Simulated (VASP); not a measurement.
All values below come from LDA (Ceperley-Alder, Perdew-Zunger), VASP's LDA PAW potentials (set 64) (plane waves; VASP).

VASP ran on this input.

### POSCAR
```
RuAl
1
    2.9547297838     0.0000000000     0.0000000000
    0.0000000000     2.9547297838     0.0000000000
    0.0000000000     0.0000000000     2.9547297838
Al Ru
1 1
Direct
  0.5000000000   0.5000000000   0.5000000000
  0.0000000000   0.0000000000   0.0000000000
```

File KPOINTS:
```
Automatic
0
G
 11 11 11
0 0 0
```

**INCAR**
```
# general
SYSTEM  = RuAl
PREC    = Accurate
ENCUT   = 400   # plane-wave cut-off (eV)
LREAL   = .FALSE.
LASPH   = .TRUE.   # aspherical one-centre terms

# electronic loop
EDIFF   = 1E-8   # SCF stop (eV)
NELM    = 100   # most electronic steps
ALGO    = Normal   # blocked Davidson
LMAXMIX = 4

# smearing
ISMEAR  = 1
SIGMA   = 0.1

# ions
IBRION  = 1   # quasi-Newton
NSW     = 30   # most ionic steps
ISIF    = 2   # forces and stress, cell fixed
EDIFFG  = -0.001   # ionic stop

# output
LWAVE   = .FALSE.
LCHARG  = .FALSE.
```

POTCAR, in this order: Al Ru_pv (LDA.64 set). Program: vasp_std.

The run wrote:

**OUTCAR**
```
 ion  position               nearest neighbor table
   1  0.500  0.500  0.500-   2 2.56   2 2.56   2 2.56   2 2.56   2 2.56   2 2.56   2 2.56   2 2.56
  LATTYP: Found a simple cubic cell.
 ALAT       =     2.9547297838
 Subroutine PRICEL returns:
 Original cell was already a primitive cell.
 Subroutine GETGRP returns: Found 48 space group operations
The static configuration has the point symmetry O_h .
The dynamic configuration has the point symmetry O_h .
 Subroutine INISYM returns: Found 48 space group operations
 Subroutine IBZKPT returns following result:
 Found     56 irreducible k-points:

 Following reciprocal coordinates:
            Coordinates               Weight
  0.000000  0.000000  0.000000      1.000000
  0.090909  0.000000  0.000000      6.000000
  0.181818  0.000000  0.000000      6.000000
  0.272727  0.000000  0.000000      6.000000
  0.363636  0.000000  0.000000      6.000000
  0.454545  0.000000  0.000000      6.000000
  0.090909  0.090909  0.000000     12.000000
  0.181818  0.090909  0.000000     24.000000
  0.272727  0.090909  0.000000     24.000000
  0.363636  0.090909  0.000000     24.000000
  0.454545  0.090909  0.000000     24.000000
  0.181818  0.181818  0.000000     12.000000
  0.272727  0.181818  0.000000     24.000000
  0.363636  0.181818  0.000000     24.000000
  0.454545  0.181818  0.000000     24.000000
  0.272727  0.272727  0.000000     12.000000
  0.363636  0.272727  0.000000     24.000000
  0.454545  0.272727  0.000000     24.000000
  0.363636  0.363636  0.000000     12.000000
  0.454545  0.363636  0.000000     24.000000
  0.454545  0.454545  0.000000     12.000000
  0.090909  0.090909  0.090909      8.000000
  0.181818  0.090909  0.090909     24.000000
  0.272727  0.090909  0.090909     24.000000
  0.363636  0.090909  0.090909     24.000000
  0.454545  0.090909  0.090909     24.000000
  0.181818  0.181818  0.090909     24.000000
  0.272727  0.181818  0.090909     48.000000
  0.363636  0.181818  0.090909     48.000000
  0.454545  0.181818  0.090909     48.000000
  0.272727  0.272727  0.090909     24.000000
  0.363636  0.272727  0.090909     48.000000
  0.454545  0.272727  0.090909     48.000000
  0.363636  0.363636  0.090909     24.000000
  0.454545  0.363636  0.090909     48.000000
  0.454545  0.454545  0.090909     24.000000
  0.181818  0.181818  0.181818      8.000000
  0.272727  0.181818  0.181818     24.000000
  0.363636  0.181818  0.181818     24.000000
  0.454545  0.181818  0.181818     24.000000
   k-points           NKPTS =     56   k-points in BZ     NKDIM =     56   number of bands    NBANDS=     12
   number of dos      NEDOS =    301   number of ions     NIONS =      2
   total plane-waves  NPLWV =   8000
   dimension x,y,z NGX =    20 NGY =   20 NGZ =   20
   dimension x,y,z NGXF=    40 NGYF=   40 NGZF=   40
   ions per type =               1   1
   PREC   = accura    normal or accurate (medium, high low for compatibility)
   ISTART =      0    job   : 0-new  1-cont  2-samecut
   ICHARG =      2    charge: 1-file 2-atom 10-const
   ISPIN  =      1    spin polarized calculation?
   LNONCOLLINEAR =      F non collinear calculations
   LSORBIT =      F    spin-orbit coupling
   INIWAV =      1    electr: 0-lowe 1-rand  2-diag
   ENCUT  =  400.0 eV  29.40 Ry    5.42 a.u.   4.82  4.82  4.82*2*pi/ulx,y,z
   NELM   =    100;   NELMIN=  2; NELMDL= -5     # of ELM steps
   EDIFF  = 0.1E-07   stopping-criterion for ELM
   LREAL  =      F    real-space projection
   NLSPLINE    = F    spline interpolate recip. space projectors
   LMAXMIX     =    4 max onsite mixed and CHGCAR
   VOSKOWN=      0    Vosko Wilk Nusair interpolation
...
```

File OSZICAR:
```
       N       E                     dE             d eps       ncg     rms          rms(c)
DAV:   1     0.894990480226E+02    0.89499E+02   -0.81873E+03  1408   0.108E+03
DAV:   2    -0.149311774482E+02   -0.10443E+03   -0.10031E+03  1464   0.308E+02
DAV:   3    -0.168505346230E+02   -0.19194E+01   -0.18088E+01  1592   0.423E+01
DAV:   4    -0.168705082144E+02   -0.19974E-01   -0.19956E-01  1604   0.419E+00
DAV:   5    -0.168709313540E+02   -0.42314E-03   -0.42313E-03  1648   0.512E-01    0.134E+01
DAV:   6    -0.162646060878E+02    0.60633E+00   -0.35029E+00  1412   0.215E+01    0.247E+00
DAV:   7    -0.161927613738E+02    0.71845E-01   -0.25365E-01  1412   0.606E+00    0.228E+00
DAV:   8    -0.161723555123E+02    0.20406E-01   -0.20656E-02  1460   0.120E+00    0.222E-01
DAV:   9    -0.161722293185E+02    0.12619E-03   -0.25118E-04  1740   0.136E-01    0.134E-01
DAV:  10    -0.161722123079E+02    0.17011E-04   -0.33916E-05  1616   0.789E-02    0.952E-03
DAV:  11    -0.161722118589E+02    0.44898E-06   -0.17772E-06  1604   0.179E-02    0.508E-03
DAV:  12    -0.161722118024E+02    0.56520E-07   -0.90603E-08  1536   0.323E-03    0.306E-04
DAV:  13    -0.161722118021E+02    0.30832E-09   -0.31252E-09   820   0.527E-04
   1 F= -.16172212E+02 E0= -.16171824E+02  d E =-.161722E+02
```

OUTCAR:
```
------------------------ aborting loop because EDIFF is reached ----------------------------------------
  FORCE on cell =-STRESS in cart. coord.  units (eV):
  Direction    XX          YY          ZZ          XY          YZ          ZX
  --------------------------------------------------------------------------------------
  Total       -0.0126942     -0.0126942     -0.0126942      0.0000000      0.0000000      0.0000000
  in kB       -0.7884267     -0.7884267     -0.7884267      0.0000000      0.0000000      0.0000000
  external PRESSURE =      -0.7884267 kB  Pullay stress =       0.0000000 kB
  volume of cell :       25.80
      direct lattice vectors                 reciprocal lattice vectors
     2.954729784  0.000000000  0.000000000     0.338440424  0.000000000  0.000000000
     0.000000000  2.954729784  0.000000000     0.000000000  0.338440424  0.000000000
     0.000000000  0.000000000  2.954729784     0.000000000  0.000000000  0.338440424
 POSITION                                       TOTAL-FORCE (eV/Angst)
 -----------------------------------------------------------------------------------
      1.47736      1.47736      1.47736         0.000000      0.000000      0.000000
      0.00000      0.00000      0.00000         0.000000      0.000000      0.000000
 -----------------------------------------------------------------------------------
    total drift:                               -0.000000      0.000000     -0.000000
  FREE ENERGIE OF THE ION-ELECTRON SYSTEM (eV)
  ---------------------------------------------------
  free  energy   TOTEN  =       -16.1722118021 eV

  energy  without entropy=      -16.1710471030  energy(sigma->0) =      -16.17182357

 reached required accuracy - stopping structural energy minimisation
```
(Selected blocks of OUTCAR.)

The compound is RuAl in the CsCl type structure. It was relaxed first. The start is the result of an earlier pass. The electron count is odd and the run is not spin-polarised, which forces a metal.
